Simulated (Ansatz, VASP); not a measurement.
## One calculation of LaAgS2, two programs

File INCAR:

```
SYSTEM = LaAgS2
PREC = Accurate
ENCUT = 520
EDIFF = 1E-6
ISMEAR = -1
SIGMA = 0.02
LREAL = .FALSE.
LASPH = .TRUE.
NELM = 100
ALGO = Normal
ISIF = 2
LWAVE = .FALSE.
LCHARG = .FALSE.
GGA = CA
NBANDS = 25
```

File KPOINTS:

```
regular mesh
0
G
  6 6 6
  0 0 0
```

Contents of POSCAR:

```
LaAgS2
1.0
    4.1300216913      0.0000000000      0.0000000000
    0.0000000000      4.1300216913      0.0000000000
    0.0000000000      0.0000000000      5.6048983238
Ag S La
1 2 1
Direct
    0.0000000000      0.0000000000      0.0000000000
    0.0000000000      0.0000000000      0.5000000000
    0.5000000000      0.5000000000      0.0000000000
    0.5000000000      0.5000000000      0.5000000000
```

Input for Ansatz:

```yaml
crystal:
  lattice:
    - [4.1300216913, 0.0, 0.0]
    - [0.0, 4.1300216913, 0.0]
    - [0.0, 0.0, 5.6048983238]
  atoms:
    - { symbol: Ag, position: [0.0, 0.0, 0.0] }
    - { symbol: S, position: [0.0, 0.0, 0.5] }
    - { symbol: La, position: [0.5, 0.5, 0.5] }
    - { symbol: S, position: [0.5, 0.5, 0.0] }
kpoints:
  mp_grid: { grid: [6, 6, 6] }
  band_path:
    path:
      - [0.0, 0.0, 0.0]
      - [0.0, 0.5, 0.0]
      - [0.5, 0.5, 0.0]
      - [0.0, 0.0, 0.5]
      - [0.0, 0.5, 0.5]
      - [0.5, 0.5, 0.5]
      - [0.15, 0.15, 0.5]
    npoints: 1
hamiltonian:
  xc: lda
scf:
  occupations: { method: fermi_dirac, width: 0.02 }
  n_extra_bands: 5
output:
  forces: true
  stress: true
  eigenvalues: true
```

Alike in both runs: task single point; functional LDA; k mesh 6 × 6 × 6; occupations fermi-dirac, width 0.02 eV; no spin polarisation.

```csv
,VASP,Ansatz
version,VASP 6.6.1,Ansatz 0.2.0
potentials or method,"VASP PAW LDA potentials, release 64 (Ag, S, La)","plane waves, PAW"
plane-wave cutoff (eV),520,420
valence electrons in the cell,34,42
```

|  | VASP | Ansatz | Ansatz less VASP |
| --- | --- | --- | --- |
| pressure (GPa) | -5.3 | -5.3 | +0.02 |
| largest component of the traceless stress (GPa) | 0.13 | 0.13 | -0.003 |

The two sets of potentials don't hold the same shells in valence.

Spin-orbit coupling is left out, which matters for the levels of La.
